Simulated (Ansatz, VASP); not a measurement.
**Ta2NbO2: VASP beside Ansatz**

```xyz
5
Lattice="5.1622 0.0000 0.0000 0.0000 5.1622 0.0000 0.0000 0.0000 3.9037" Properties=species:S:1:pos:R:3 pbc="T T T"
Ta    0.0000    2.5811    0.0000
Ta    2.5811    0.0000    0.0000
Nb    2.5811    2.5811    0.0000
O     0.0000    2.5811    1.9519
O     2.5811    0.0000    1.9519
```

Alike in both runs: functional PBE; k mesh 4 × 4 × 6; occupations gaussian, width 0.1 eV; no spin polarisation.

Ansatz relaxed the structure, and its values are those at the end. VASP's run is a single point on that final structure, the one shown.

```csv
,VASP,Ansatz
version,VASP 6.6.1,Ansatz 0.2.0
potentials or method,"VASP PAW PBE potentials, release 64 (Ta_pv, Nb_sv, O)","scalar-relativistic, plane waves, PAW"
plane-wave cutoff (eV),520,420
valence electrons in the cell,47,51
```

VASP gave:

- gap on the k mesh at the Fermi level (eV): none
- pressure (GPa): 0.3

**Question.** Estimate Ansatz's values.

**Answer.** gap on the k mesh at the Fermi level (eV): none; pressure (GPa): 0.0.

A gap of «none» marks a metal or a gap that the smearing closes. The two sets of potentials don't hold the same shells in valence.

Caveats: an odd number of electrons without spin polarisation forces a metal; a magnetic or distorted state may lie lower. Spin-orbit coupling is left out, which matters for the levels of Ta.
